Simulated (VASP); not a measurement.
These are LDA (Ceperley-Alder, Perdew-Zunger), VASP's LDA PAW potentials (set 64) (plane waves; VASP) values and carry that method's errors.

A VASP calculation is set up with these files.

### INCAR
```
! general
SYSTEM   =  SrTiO3
PREC     =  Accurate
ENCUT    =  620
LREAL    =  .FALSE.   ! projection in real space or not
LASPH    =  .TRUE.   ! aspherical one-centre terms

! electronic loop
EDIFF    =  1E-6   ! SCF stop (eV)
NELM     =  100
ALGO     =  Normal
LMAXMIX  =  4   ! l cut-off of mixed one-centre charges

! smearing
ISMEAR   =  0   ! Gaussian
SIGMA    =  0.05

! ions
IBRION   =  2   ! conjugate gradients
NSW      =  40
ISIF     =  3
EDIFFG   =  -0.02   ! ionic stop
PSTRESS  =  450

! output
LWAVE    =  .FALSE.
LCHARG   =  .FALSE.
```

POSCAR:
```
SrTiO3
1
    3.6612372623    -0.0000000000    -0.0000000000
   -0.0000000000     3.6612372623     0.0000000000
   -0.0000000000    -0.0000000000     3.6612372623
Sr Ti O
1 1 3
Direct
  0.0000000000   0.0000000000   0.0000000000
  0.5000000000   0.5000000000   0.5000000000
  0.5000000000   0.0000000000   0.5000000000
  0.0000000000   0.5000000000   0.5000000000
  0.5000000000   0.5000000000   0.0000000000
```

KPOINTS:
```
Automatic
0
gamma
  6 6 6
```

POTCAR, in this order: Sr_sv Ti_sv O (LDA.64 set). Program: vasp_std.

The run wrote:

OSZICAR:
```
       N       E                     dE             d eps       ncg     rms          rms(c)
DAV:   1     0.495335440249E+03    0.49534E+03   -0.24659E+04   960   0.217E+03
DAV:   2    -0.493858550655E+01   -0.50027E+03   -0.49171E+03  1152   0.558E+02
DAV:   3    -0.503607455189E+02   -0.45422E+02   -0.45294E+02  1392   0.162E+02
DAV:   4    -0.524384520056E+02   -0.20777E+01   -0.20764E+01  1360   0.299E+01
DAV:   5    -0.524881210804E+02   -0.49669E-01   -0.49664E-01  1344   0.428E+00    0.382E+01
DAV:   6    -0.430686669913E+02    0.94195E+01   -0.56213E+01  1336   0.820E+01    0.245E+01
DAV:   7    -0.431533029107E+02   -0.84636E-01   -0.57870E+00  1248   0.212E+01    0.152E+01
DAV:   8    -0.431577855674E+02   -0.44827E-02   -0.86971E-01  1344   0.113E+01    0.251E+00
DAV:   9    -0.431340748791E+02    0.23711E-01   -0.16856E-01  1256   0.508E+00    0.721E-01
DAV:  10    -0.431374804077E+02   -0.34055E-02   -0.72934E-02  1344   0.272E+00    0.430E-01
DAV:  11    -0.431353190415E+02    0.21614E-02   -0.20324E-02  1104   0.114E+00    0.132E-01
DAV:  12    -0.431353885670E+02   -0.69526E-04   -0.85403E-04  1264   0.283E-01    0.574E-02
DAV:  13    -0.431354087388E+02   -0.20172E-04   -0.18778E-04  1560   0.101E-01    0.215E-02
DAV:  14    -0.431354103332E+02   -0.15945E-05   -0.18750E-05  1240   0.564E-02    0.546E-03
DAV:  15    -0.431354102179E+02    0.11539E-06   -0.26824E-06  1064   0.258E-02
   1 F= -.29351084E+02 E0= -.29351084E+02  d E =-.293511E+02
```

**OUTCAR**
```
------------------------ aborting loop because EDIFF is reached ----------------------------------------
  FORCE on cell =-STRESS in cart. coord.  units (eV):
  Direction    XX          YY          ZZ          XY          YZ          ZX
  --------------------------------------------------------------------------------------
  Total       13.7684046     13.7684046     13.7684046      0.0000000      0.0000000      0.0000000
  in kB      449.4802162    449.4802162    449.4802162      0.0000000      0.0000000      0.0000000
  external PRESSURE =      -0.5197838 kB  Pullay stress =     450.0000000 kB
  volume of cell :       49.08
      direct lattice vectors                 reciprocal lattice vectors
     3.661237262  0.000000000  0.000000000     0.273131712  0.000000000  0.000000000
     0.000000000  3.661237262  0.000000000     0.000000000  0.273131712  0.000000000
     0.000000000  0.000000000  3.661237262     0.000000000  0.000000000  0.273131712
 POSITION                                       TOTAL-FORCE (eV/Angst)
 -----------------------------------------------------------------------------------
      0.00000      0.00000      0.00000         0.000000      0.000000      0.000000
      1.83062      1.83062      1.83062         0.000000      0.000000      0.000000
      1.83062      0.00000      1.83062         0.000000      0.000000      0.000000
      0.00000      1.83062      1.83062         0.000000      0.000000      0.000000
      1.83062      1.83062      0.00000         0.000000      0.000000      0.000000
 -----------------------------------------------------------------------------------
    total drift:                                0.000000      0.000000     -0.000000
  FREE ENERGIE OF THE ION-ELECTRON SYSTEM (eV)
  ---------------------------------------------------
  free  energy   TOTEN  =       -43.1354102179 eV

  energy  without entropy=      -43.1354102179  energy(sigma->0) =      -43.13541022
  enthalpy is  TOTEN    =       -29.3510836787 eV   P V=       13.7843265391

 reached required accuracy - stopping structural energy minimisation
```
(Selected blocks of OUTCAR.)

The compound is SrTiO3 in the cubic perovskite structure, the ideal cubic form; the compound distorts at low or room temperature. It was relaxed first under an external pressure of 45 GPa.
